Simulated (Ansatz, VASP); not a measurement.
## Te (Tellurium): VASP beside Ansatz

One calculation is typed for both programs; each brings its own data sets and cutoff. How far apart do they land? The cell is taken from a series of runs on this material, whose earlier steps may have relaxed or scaled it; both programs get it as it stands.

Main program and level: Ansatz 0.2.0; plane waves, with VASP 6.6.1 beside it; single point at PBE.

### Step 1. The structure

The structure is trigonal, space group P3_121 (No. 152). Conventional cell: a = 4.513 Å, b = 4.513 Å, c = 6.002 Å, α = 90.00°, β = 90.00°, γ = 120.00°. Te has 2 Te at 2.90 Å nearest.

### Step 2. VASP: single point, PBE

A single point gives forces, pressure and levels at one fixed geometry, so differences don't come from the geometry; what else differs is listed under the comparison.

Lines of VASP's logs that name or quote its potential files are left out, and so is its time.

Contents of INCAR:

```
SYSTEM = Te
PREC = Accurate
ENCUT = 400
EDIFF = 1E-06
NELM = 100
ISMEAR = 0
SIGMA = 0.02
LREAL = .FALSE.
ALGO = Normal
GGA = PE
NBANDS = 15
LORBIT = 11
LWAVE = .FALSE.
LCHARG = .FALSE.
KPAR = 2
ISIF = 2
```

Contents of POSCAR:

```
Te
1.0
    4.5126119846      0.0000000000      0.0000000000
   -2.2563059923      3.9080366161      0.0000000000
    0.0000000000      0.0000000000      6.0019563082
Te
3
Direct
    0.7310000000      0.7310000000      0.0000000000
    0.0000000000      0.2690000000      0.6666666667
    0.2690000000      0.0000000000      0.3333333333
```

Contents of KPOINTS:

```
Automatic mesh
0
Gamma
6 6 4
0 0 0
```

PAW data sets: Te (PBE family, release 64).

Launch:

```bash
$ mpirun -np 2 vasp_std
```

Numbers of over 12 decimals in the logs are rounded to 6 here.

What it wrote:

```text
[banner, memory and clock lines left out]
running    2 mpi-ranks, on    1 nodes
 distrk:  each k-point on    1 cores,    2 groups
 distr:  one band on    1 cores,    1 groups

 POSCAR found type information on POSCAR Te
 POSCAR found :  1 types and       3 ions
 LDA part: xc-table for (Slater+PW92), standard interpolation
 POSCAR, INCAR and KPOINTS ok, starting setup
 FFT: planning ... GRIDC
 FFT: planning ... GRID_SOFT
 FFT: planning ... GRID
 WAVECAR not read
 entering main loop
       N       E                     dE             d eps       ncg     rms          rms(c)
DAV:   1     0.648786490508E+02    0.64879E+02   -0.55599E+03   720   0.773E+02
DAV:   2    -0.517395196425E+01   -0.70053E+02   -0.66526E+02   958   0.129E+02
DAV:   3    -0.936214966645E+01   -0.41882E+01   -0.41729E+01   839   0.362E+01
DAV:   4    -0.944326434107E+01   -0.81115E-01   -0.81103E-01  1170   0.591E+00
DAV:   5    -0.944378462988E+01   -0.52029E-03   -0.52029E-03   923   0.403E-01    0.113E+01
DAV:   6    -0.942363849382E+01    0.20146E-01   -0.19233E-02   895   0.856E-01    0.717E+00
DAV:   7    -0.942032480040E+01    0.33137E-02   -0.43438E-02   839   0.130E+00    0.304E-01
DAV:   8    -0.941956025197E+01    0.76455E-03   -0.77803E-03   790   0.500E-01    0.161E-01
DAV:   9    -0.941960110335E+01   -0.40851E-04   -0.21384E-04  1014   0.102E-01    0.933E-02
DAV:  10    -0.941963130429E+01   -0.30201E-04   -0.46722E-05   877   0.442E-02    0.231E-02
DAV:  11    -0.941962926707E+01    0.20372E-05   -0.91168E-06   972   0.180E-02    0.556E-03
DAV:  12    -0.941962959333E+01   -0.32626E-06   -0.80570E-07   605   0.585E-03
   1 F= -.94196296E+01 E0= -.94196296E+01  d E =-.215648E-10
```

From OUTCAR (step 2):

```text
ion  position               nearest neighbor table
   1  0.731  0.731  0.000-   3 2.90   2 2.90   3 3.51   2 3.51   2 3.51   3 3.51
   2  0.000  0.269  0.667-   1 2.90   3 2.90   1 3.51   1 3.51   3 3.51   3 3.51
   3  0.269  0.000  0.333-   1 2.90   2 2.90   1 3.51   1 3.51   2 3.51   2 3.51

  LATTYP: Found a hexagonal cell.
 ALAT       =     4.5126119846
 C/A-ratio  =     1.3300404131

 Subroutine GETGRP returns: Found  6 space group operations
 (whereof  2 operations were pure point group operations)

The static configuration has the point symmetry C_2 .
 The point group associated with its full space group is D_3 .

 Found     24 irreducible k-points:

   k-points           NKPTS =     24   k-points in BZ     NKDIM =     24   number of bands    NBANDS=     15

   dimension x,y,z NGX =    30 NGY =   30 NGZ =   40
   dimension x,y,z NGXF=    60 NGYF=   60 NGZF=   80

   ENCUT  =  400.0 eV  29.40 Ry    5.42 a.u.   7.36  7.36  9.79*2*pi/ulx,y,z

   NELECT =      18.0000    total number of electrons

 k-points in reciprocal lattice and weights: Automatic mesh
   0.00000000  0.00000000  0.00000000       0.007
   0.16666667  0.00000000  0.00000000       0.042
   0.33333333  0.00000000  0.00000000       0.042
   0.50000000  0.00000000  0.00000000       0.021
   0.16666667  0.16666667  0.00000000       0.042
   0.33333333  0.16666667  0.00000000       0.083
   0.33333333  0.33333333  0.00000000       0.014
   0.00000000  0.00000000  0.25000000       0.014
   0.16666667  0.00000000  0.25000000       0.042
[...]
0.33333333  0.16666667  0.50000000       0.083
   0.33333333  0.33333333  0.50000000       0.014

 average (electrostatic) potential at core
       1 -89.4478       2 -89.4478       3 -89.4478

 E-fermi :   5.5309

 k-point     1 :       0.0000    0.0000    0.0000
  band No.  band energies     occupation
    ...
      5       2.7826      2.00000
      6       2.7826      2.00000
      7       3.8867      2.00000
      8       3.8867      2.00000
      9       4.6848      2.00000
     10       6.4325      0.00000
     11       6.4325      0.00000
     12       7.0300      0.00000
     13      10.5107      0.00000
     14      10.5107      0.00000
    ...

 k-point     2 :       0.1667    0.0000    0.0000
  band No.  band energies     occupation
    ...
      5       2.1235      2.00000
      6       2.4916      2.00000
      7       4.2768      2.00000
      8       4.6009      2.00000
      9       4.7576      2.00000
     10       6.2291      0.00000
     11       6.3417      0.00000
     12       6.8859      0.00000
     13       9.9326      0.00000
     14      10.5264      0.00000
    ...

 k-point     3 :       0.3333    0.0000    0.0000
  band No.  band energies     occupation
    ...
      5       1.4495      2.00000
      6       2.0410      2.00000
      7       3.2256      2.00000
      8       4.5576      2.00000
      9       4.7064      2.00000
     10       6.2856      0.00000
     11       6.4453      0.00000
     12       8.0717      0.00000
     13       8.9364      0.00000
     14      11.4401      0.00000
    ...

  Total       -0.1675189     -0.1675189     -0.4414726      0.0000000      0.0000000      0.0000000
  in kB       -2.5356826     -2.5356826     -6.6824374      0.0000000      0.0000000      0.0000000
  external PRESSURE =      -3.9179342 kB  Pullay stress =       0.0000000 kB

  energy-cutoff  :      400.00
  volume of cell :      105.85
      direct lattice vectors                 reciprocal lattice vectors
     4.512611985  0.000000000  0.000000000     0.221601149  0.127941483  0.000000000
    -2.256305992  3.908036616  0.000000000     0.000000000  0.255882966  0.000000000
     0.000000000  0.000000000  6.001956308     0.000000000  0.000000000  0.166612342

 POSITION                                       TOTAL-FORCE (eV/Angst)
 -----------------------------------------------------------------------------------
      1.64936      2.85677      0.00000         0.021199      0.036717      0.000000
     -0.60695      1.05126      4.00130         0.021199     -0.036717     -0.000000
      1.21389      0.00000      2.00065        -0.042398     -0.000000      0.000000
 -----------------------------------------------------------------------------------
    total drift:                               -0.000001     -0.000001     -0.000000

  FREE ENERGIE OF THE ION-ELECTRON SYSTEM (eV)
  ---------------------------------------------------
  free  energy   TOTEN  =        -9.4196295933 eV

  energy  without entropy=       -9.4196295933  energy(sigma->0) =       -9.41962959

 total charge
# of ion       s       p       d       tot
------------------------------------------
    1        1.433   1.802   0.038   3.274
    2        1.433   1.802   0.038   3.274
    3        1.433   1.802   0.038   3.274
--------------------------------------------------
tot          4.299   5.407   0.115   9.821

[... 3 further parts left out ...]
```

The run ends at a pressure of -0.39 GPa, with forces up to 0.042 eV/Å.

### Step 3. Ansatz: single point, PBE

Ansatz runs on its default PAW (the set named soft_2) files.

The same cell, functional, mesh and smearing now go to Ansatz, which takes its cutoff from its data sets.

Contents of input.yaml:

```yaml
crystal:
  lattice:
    - [4.5126119846, 0.0, 0.0]
    - [-2.2563059923, 3.9080366161, 0.0]
    - [0.0, 0.0, 6.0019563082]
  atoms:
    - { symbol: Te, position: [0.731, 0.731, 0.0] }
    - { symbol: Te, position: [0.0, 0.269, 0.6666666667] }
    - { symbol: Te, position: [0.269, 0.0, 0.3333333333] }
kpoints:
  mp_grid: { grid: [6, 6, 4] }
scf:
  occupations: { method: gaussian, width: 0.02 }
hamiltonian:
  xc: pbe
  pseudopotentials: { kind: paw }
output:
  optics:
    e_range: [0, 14]
    de: 0.05
    sigma: 0.1
    nscf_kmesh: { grid: [6, 6, 4] }
    bands: { spectra_wanted_up_to: 14 }
```

Launch:

```bash
$ ansatz run input.yaml --threads 4 --pin off --max-ram 8192MiB --backend cpu --events-out ev --progress --plain --runs-dir out
```

What it wrote:

```text
Engine: ansatz 0.2.0, x86_64-unknown-linux-gnu
Pseudopotentials: kind: paw
Pseudopotential: Te, paw, valence charge 16, recommended cutoff 420 eV (normal), Te.paw.azcp
Functional definition: PBE
  parameter kappa = 0.804
  parameter beta = 0.066725
  exchange = pbe_x(kappa = kappa, mu = beta*pi^2/3)
  correlation = pbe_c(beta = beta)
Crystal: 3 atoms, lattice volume = 105.847 Å³
Basis set: ecut = 420 eV, 2055 PW (Γ)
Bands: 29, of which v1, the nominal top of the filled ones, is band 24 counted from 1 (23 counted from 0)
Symmetry: 6 space group operations
Space group: P3121 (ITA 152), of the structure as read, at distance tolerance 4.7e-5 Å
k-points: 24 of 144 (time reversal used)
Non-local potential: Te, projectors of the file, l = 0: 2, l = 1: 2, l = 2: 2, l = 3: 2
PAW form: soft (Blöchl's): semilocal exchange-correlation on the pseudo side does not see the compensation charge
PAW one-centre angular grid: Te, 590 points (default); XC on 64 Gauss nodes
Initial density: superposition of atomic densities (neutral atoms: chi_scale 0, normalization atom), corrected by the library's trained network
Initial wavefunctions: pseudopotential atomic-orbital guess
Functional: x = pbe(κ = 0.804, μ = 0.219515), c = pbe(β = 0.066725)
SCF iter   1: F=—  HF=-20939.869186 eV  |F-HF|=—  |Δ(HF+E_count)|=         —  Δρ=1.27e-3  dr2=1.13e-3  ethr=1.77e-3  ⟨swp⟩=8.0  Hψ=3269  notcnv=0
preconditioner: auto → Resta (q_TF=auto, 2.391 Å⁻¹)  ε∞=4.2  [insulator: Δε(μ)=0.193 eV  Ē_g=8.503 eV  σ=0.020 eV  W_gap=1.00  n_scr=22 (ndim 8)  ℏωp=15.3 eV  f_vac=0.032  D(μ)=0.00/eV (n_scr^D=0)  ε∞_Penn≈4.2]
SCF iter   2: F=—  HF=-20939.867517 eV  |F-HF|=—  |Δ(HF+E_count)|=   1.67e-3  Δρ=7.17e-4  dr2=3.46e-4  ethr=2.36e-6  ⟨swp⟩=2.8  Hψ=1631  notcnv=0  defer=23
SCF iter   3: F=—  HF=-20939.867834 eV  |F-HF|=—  |Δ(HF+E_count)|=   3.18e-4  Δρ=3.78e-4  dr2=1.02e-4  ethr=7.20e-7  ⟨swp⟩=3.0  Hψ=1302  notcnv=0  defer=23
SCF iter   4: F=—  HF=-20939.867993 eV  |F-HF|=—  |Δ(HF+E_count)|=   1.59e-4  Δρ=1.22e-4  dr2=1.13e-5  ethr=2.13e-7  ⟨swp⟩=2.0  Hψ=893  notcnv=0  defer=23
SCF iter   5: F=—  HF=-20939.868010 eV  |F-HF|=—  |Δ(HF+E_count)|=   1.74e-5  Δρ=3.26e-5  dr2=9.95e-7  ethr=2.35e-8  ⟨swp⟩=3.0  Hψ=1249  notcnv=0  defer=23
SCF iter   6: F=—  HF=-20939.868015 eV  |F-HF|=—  |Δ(HF+E_count)|=   4.94e-6  Δρ=1.24e-5  dr2=1.88e-7  ethr=2.07e-9  ⟨swp⟩=3.0  Hψ=1257  notcnv=0  defer=23
SCF iter   7: F=—  HF=-20939.868015 eV  |F-HF|=—  |Δ(HF+E_count)|=   1.71e-8  Δρ=1.29e-6  dr2=2.04e-9  ethr=3.91e-10  ⟨swp⟩=2.0  Hψ=1249  notcnv=0  defer=23
SCF iter   8: F=—  HF=-20939.868015 eV  |F-HF|=—  |Δ(HF+E_count)|=   2.18e-9  Δρ=4.90e-7  dr2=2.15e-10  ethr=4.25e-12  ⟨swp⟩=2.0  Hψ=1249  notcnv=0  defer=23
SCF iter   9: F=—  HF=-20939.868015 eV  |F-HF|=—  |Δ(HF+E_count)|=  1.09e-11  Δρ=1.67e-7  dr2=3.12e-11  ethr=1.00e-12  ⟨swp⟩=3.0  Hψ=1287  notcnv=0  defer=23
SCF iter  10: F=-20939.868015 eV  HF=-20939.868015 eV  |F-HF|=1.09e-11  |Δ(HF+E_count)|=  7.28e-12  Δρ=1.03e-8  dr2=9.96e-14  ethr=1.00e-12  ⟨swp⟩=7.1  Hψ=2048  notcnv=0
SCF 1 converged in 10 iterations: F = -20939.868015 eV  dr2 = 9.96e-14
  greatest PAW one-centre occupation: 0.998 electrons in one spin orbital (limit 2), on the Te atom at site 2 (counted from 0), in its partial waves of l = 2
NSCF: frozen V_eff on 24 k-points
output.optics: what the bands over the 57 summed would add to eps1, eps2 and the energy-loss function is held between a lower and an upper bound (7 Lanczos steps). eps1, eps2 and their loss function (loss_summed_bands) are given on every row as the summed bands alone make them. Along an axis, on a row where the two bounds hold the loss function to about 1 % of the greater of itself and 0.5 % of |1/eps|, its cell (loss_completed) is given, with the completed eps1 and eps2 that it is formed of (a cell that is left empty reads nan in the table and null in the record). The two bounds hold it so along every axis on all 281 rows up to 14.000 eV. [rest of the remark cut]
SCF converged after 10 iterations
Free energy (F): -20939.868015 eV
Harris-Foulkes:  -20939.868015 eV  (|F-HF|=1.09e-11)
Internal energy: -20939.868015 eV  (E = F + TS)
E sigma→0 (E₀):  -20939.868015 eV
Fermi energy:    8.248144 eV
--- Per-component energies (eV) ---
  E_band       = -821.830295
  E_kinetic    = 538.690036
  E_local      = -3923.103400  (includes V_loc(G=0)·N_el)
  E_nonlocal   = -931.413212
  E_hartree    = 2471.262597
  E_xc         = -371.464182
  E_vxc        = -310.351188  (∫ρ·V_xc dr)
  E_paw        = -13985.893696  (= ΣΔE_a)
  E_vpaw       = -1138.177162  (= ΣTr[D̂ρ^β])
  E_aug_tail   = -0.000573  (compensation charges beyond the density's cutoff)
  E_ewald      = -4737.945586
  E_smearing   = -0.000000  (= −TS)
  E_closure    = 0.000000  (closes the sum)
  Σ components = -20939.868015   (vs F -20939.868015, Δ=0.00e0)
--- Band table (eV; the first three rows and the last of 24) ---
  k-point 0: bands = [... 20 lower, 5.4900, 6.5976, 6.5976, 7.3898, 9.1536, 9.1536, 9.7425, 13.2592, ... 1 higher]
  k-point 1: bands = [... 20 lower, 5.7594, 6.7807, 6.7917, 7.3694, 8.8364, 8.8979, 9.2399, 12.6953, ... 1 higher]
  k-point 2: bands = [... 20 lower, 5.6297, 6.9400, 7.2098, 7.2098, 8.6626, 8.6626, 8.6706, 12.3550, ... 1 higher]
  k-point 23: bands = [... 20 lower, 3.4141, 7.2828, 8.1521, 8.1521, 8.3427, 9.4757, 9.4757, 14.1514, ... 1 higher]
```

### Step 4. Comparison

Known differences besides the PAW data sets themselves: the data sets hold 48 valence electrons in Ansatz (default PAW (the set named soft_2) files) and 18 in VASP; the cutoff is 420 eV in Ansatz and 400 eV in VASP; VASP leaves aspherical gradient terms in its spheres out (LASPH is not set), Ansatz keeps them. Total energies have different zeros and are not compared.

Compared:

```tsv
quantity	Ansatz	VASP	difference
gap on the k mesh (eV)	0.191	0.164	+0.026
```

### Step 5. Results

* difference in gap on the k mesh (single point, PBE): 0.026 eV

The difference in gap on the k mesh is 0.026 eV (single point, PBE), within the 0.08 eV picked in this series as the mark of a large difference. Differences of this kind measure data sets and numerical settings, not the functional's error against experiment.

[Lines on the potential files, build, host, timing and source positions are cut from VASP's logs without a mark.]

[Logs are printed without paths, hosts, clocks, repeated set-up lines and the standing remarks that a program may print on its own settings, such as how far it seeks lower states.]

[Hosts, paths, dates, database ids (printed as entryN), source tags and the programs' standing remarks are cut or masked in the printed files.]
